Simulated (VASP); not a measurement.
Output of a VASP run:

**OSZICAR**
```
       N       E                     dE             d eps       ncg     rms          rms(c)
DAV:   1     0.187207228568E+03    0.18721E+03   -0.17469E+04  1456   0.148E+03
DAV:   2    -0.714409081699E+02   -0.25865E+03   -0.25501E+03  1530   0.341E+02
DAV:   3    -0.942248255153E+02   -0.22784E+02   -0.22461E+02  1722   0.107E+02
DAV:   4    -0.950959564150E+02   -0.87113E+00   -0.86887E+00  2576   0.156E+01
DAV:   5    -0.951053427604E+02   -0.93863E-02   -0.93835E-02  1830   0.152E+00    0.156E+01
DAV:   6    -0.903732041625E+02    0.47321E+01   -0.68132E+00  2192   0.352E+01    0.899E+00
DAV:   7    -0.866427727160E+02    0.37304E+01   -0.17142E+00  1534   0.138E+01    0.298E+00
DAV:   8    -0.875583352250E+02   -0.91556E+00   -0.12732E+00  1598   0.713E+00    0.304E+00
DAV:   9    -0.870890390477E+02    0.46930E+00   -0.49291E-01  1522   0.493E+00    0.929E-01
DAV:  10    -0.871617436297E+02   -0.72705E-01   -0.91901E-02  1526   0.226E+00    0.409E-01
DAV:  11    -0.872315717910E+02   -0.69828E-01   -0.19751E-01  1492   0.295E+00    0.662E-01
DAV:  12    -0.872678286922E+02   -0.36257E-01   -0.13410E-02  1590   0.809E-01    0.212E-01
DAV:  13    -0.872775607658E+02   -0.97321E-02   -0.73925E-03  1542   0.601E-01    0.204E-01
DAV:  14    -0.872896596503E+02   -0.12099E-01   -0.54586E-03  1502   0.517E-01    0.340E-02
DAV:  15    -0.872894068921E+02    0.25276E-03   -0.33951E-03  1552   0.406E-01    0.653E-02
DAV:  16    -0.872905301448E+02   -0.11233E-02   -0.71539E-04  1592   0.184E-01    0.202E-02
DAV:  17    -0.872905702711E+02   -0.40126E-04   -0.95064E-05  1720   0.828E-02    0.103E-02
DAV:  18    -0.872906456410E+02   -0.75370E-04   -0.66619E-05  1516   0.721E-02    0.594E-03
DAV:  19    -0.872906484657E+02   -0.28248E-05   -0.26240E-06  1540   0.147E-02    0.441E-03
DAV:  20    -0.872906499966E+02   -0.15309E-05   -0.84532E-07  1024   0.676E-03    0.373E-03
DAV:  21    -0.872906515775E+02   -0.15809E-05   -0.88331E-07   806   0.985E-03    0.815E-04
DAV:  22    -0.872906515774E+02    0.14188E-09   -0.19003E-07   788   0.385E-03
   1 F= -.87290652E+02 E0= -.87290432E+02  d E =-.658092E-03
```

File OUTCAR:
```
------------------------ aborting loop because EDIFF is reached ----------------------------------------
  FORCE on cell =-STRESS in cart. coord.  units (eV):
  Direction    XX          YY          ZZ          XY          YZ          ZX
  --------------------------------------------------------------------------------------
  Total       -0.1174293     -0.1174292     -0.1831843      0.0000000      0.0000000      0.0000000
  in kB       -1.3782160     -1.3782157     -2.1499537      0.0000000      0.0000000      0.0000000
  external PRESSURE =      -1.6354618 kB  Pullay stress =       0.0000000 kB
  volume of cell :      136.51
      direct lattice vectors                 reciprocal lattice vectors
     4.512860000  0.000000000  0.000000000     0.221588970  0.127934465  0.000000000
    -2.256430000  3.908251000  0.000000000     0.000000000  0.255868930  0.000000000
     0.000000000  0.000000000  7.739900000     0.000000000  0.000000000  0.129200636
 POSITION                                       TOTAL-FORCE (eV/Angst)
 -----------------------------------------------------------------------------------
      0.00000      0.00000      0.00000        -0.000000      0.000000     -0.000000
      2.25643      1.30275      2.83396         0.000000     -0.000000      0.035204
     -0.00000      2.60550      4.90594        -0.000000      0.000000     -0.035204
     -0.00000      2.60550      2.10548        -0.000000      0.000000      0.008229
      2.25643      1.30275      5.63442         0.000000      0.000000     -0.008229
 -----------------------------------------------------------------------------------
    total drift:                                0.000000      0.000000      0.000000
  FREE ENERGIE OF THE ION-ELECTRON SYSTEM (eV)
  ---------------------------------------------------
  free  energy   TOTEN  =       -87.2906515774 eV

  energy  without entropy=      -87.2899934855  energy(sigma->0) =      -87.29043221
```
(Selected blocks of OUTCAR.)

File POSCAR:
```
Sr(ZnSb)2
1
    4.5128600000     0.0000000000     0.0000000000
   -2.2564300000     3.9082510000     0.0000000000
    0.0000000000     0.0000000000     7.7399000000
Sr Zn Sb
1 2 2
Direct
  0.0000000000   0.0000000000   0.0000000000
  0.6666670000   0.3333330000   0.3661500000
  0.3333330000   0.6666670000   0.6338500000
  0.3333330000   0.6666670000   0.2720300000
  0.6666670000   0.3333330000   0.7279700000
```

Question: Reconstruct the remaining input files.

Answer: Several could match; the one computed here: the input of the run itself, r2SCAN meta-GGA, plane waves, VASP's PBE PAW potentials (set 64).

**INCAR**
```
# general
SYSTEM   =  Sr(ZnSb)2
PREC     =  Accurate
ENCUT    =  400
LREAL    =  .FALSE.
LASPH    =  .TRUE.

# electronic loop
EDIFF    =  1E-6
NELM     =  100
ALGO     =  Normal
LMAXMIX  =  4
LMIXTAU  =  .TRUE.

# smearing
ISMEAR   =  1
SIGMA    =  0.1

# functional
METAGGA  =  R2SCAN

# ions
ISIF     =  2

# output
LWAVE    =  .FALSE.
LCHARG   =  .FALSE.
```

File KPOINTS:
```
Automatic mesh
0
gamma
 7 7 4
```

POTCAR, in this order: Sr_sv Zn Sb (PBE.64 set). Program: vasp_std.

The structure comes from a computed database's SrZn2Sb2 entry (P-3m1); how it stands against other phases isn't given here. The cell was not relaxed at this level. The run is one of a series of settings (GGA removed, LMIXTAU = .TRUE., METAGGA = R2SCAN against the base run), some of them coarse on purpose.
